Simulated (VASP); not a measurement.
Wanted: the native input for a VASP 6.6.1 run.

```yaml
Task: relaxation of the atoms
Functional: PBE
Potentials_or_basis: VASP PAW PBE potentials, release 64 (W)
Cutoff: 300 eV
k_mesh: 8 × 8 × 8
Occupations: methfessel-paxton, width 0.1 eV
Spin: no spin polarisation
Further_INCAR_settings: ALGO = Fast; EDIFF = 1e-07; IBRION = 2; EDIFFG = -0.01; NSW = 40
```

The structure of W lies in POSCAR:

```
W                                       
1.0
   -1.6159915627      1.6159915627      1.6159915627
    1.6159915627     -1.6159915627      1.6159915627
    1.6159915627      1.6159915627     -1.6159915627
  W             
     1
Direct
     0.0000000000000000    0.0000000000000000    0.0000000000000000
```

The cell isn't the ideal one: a relaxed cell with its volume scaled by 1.06.

The input as run:

INCAR

```
SYSTEM = W
PREC = Accurate
ENCUT = 300
EDIFF = 1E-7
ISMEAR = 1
SIGMA = 0.1
LREAL = .FALSE.
LASPH = .TRUE.
NELM = 80
ALGO = Fast
ISIF = 2
LWAVE = .FALSE.
LCHARG = .FALSE.
GGA = PE
IBRION = 2
NSW = 40
EDIFFG = -0.01
```

KPOINTS

```
Automatic mesh
0
G
  8 8 8
  0 0 0
```

Potentials or basis: VASP PAW PBE potentials, release 64 (W).

Launch:

```sh
$ cat potpaw_PBE.64/W/POTCAR > POTCAR
$ mpirun -np 1 vasp_std > vasp.out
```

It gave:

```
Pressure after relaxing : -16.4 GPa
Band gap on the k mesh  : none (metal or under the smearing width)
```

Caveat: the relaxation stopped at its first step, so nothing moved.

It used 3.1 s of CPU time on 1 thread of Intel(R) Xeon(R) Platinum 8488C (Sapphire Rapids), with other jobs on the host, which was overloaded at the time.
